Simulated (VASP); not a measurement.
A convergence study with VASP on BeSe (zinc blende): one setting is varied, all else stays as given below, so the limit is that of these other settings. ε∞ is the independent-particle value.

```
BeSe
1.0
    0.00000     2.57000     2.57000
    2.57000     0.00000     2.57000
    2.57000     2.57000     0.00000
Be Se
1 1
Direct
  0.00000   0.00000   0.00000
  0.25000   0.25000   0.25000
```

Calculation: PBE GGA, VASP's PBE PAW potentials (set 64) (plane waves; VASP). The tightest run used: 550 eV cut-off, 8×8×8 Γ-centred mesh, Gaussian smearing of 0.050 eV, potentials Be Se.

The reference is NBANDS = 132, which took about 80 core-seconds. The timings are rough (shared machines, no repeats); factors under 2 mean little.

Question: Of the settings NBANDS = 5; NBANDS = 6; NBANDS = 8; NBANDS = 12; NBANDS = 20; NBANDS = 36; NBANDS = 68; NBANDS = 132, which is the lowest that keeps the difference from the reference in mean ε∞ within 0.05 from there on, and what does it cost?

Answer: NBANDS = 12; its cost over the reference is about 1/10.
```json
[
 {"setting": "NBANDS = 5", "difference in mean ε∞": "2.25", "cost over the reference": "about 1/20"},
 {"setting": "NBANDS = 6", "difference in mean ε∞": "1.06", "cost over the reference": "about 1/20"},
 {"setting": "NBANDS = 8", "difference in mean ε∞": "0.23", "cost over the reference": "about 1/10"},
 {"setting": "NBANDS = 12", "difference in mean ε∞": "0.03", "cost over the reference": "about 1/10"},
 {"setting": "NBANDS = 20", "difference in mean ε∞": "0.00", "cost over the reference": "about 1/6"},
 {"setting": "NBANDS = 36", "difference in mean ε∞": "0.00", "cost over the reference": "about 1/4"},
 {"setting": "NBANDS = 68", "difference in mean ε∞": "0.00", "cost over the reference": "about 1/2"},
 {"setting": "NBANDS = 132", "difference in mean ε∞": "0.00", "cost over the reference": "reference"}
]
```

Left out are rungs that failed or repeat a setting and relaxations that didn't move; long series are thinned to 24 rows.

The compound is BeSe in the zinc blende structure. The cell was not relaxed at this level.
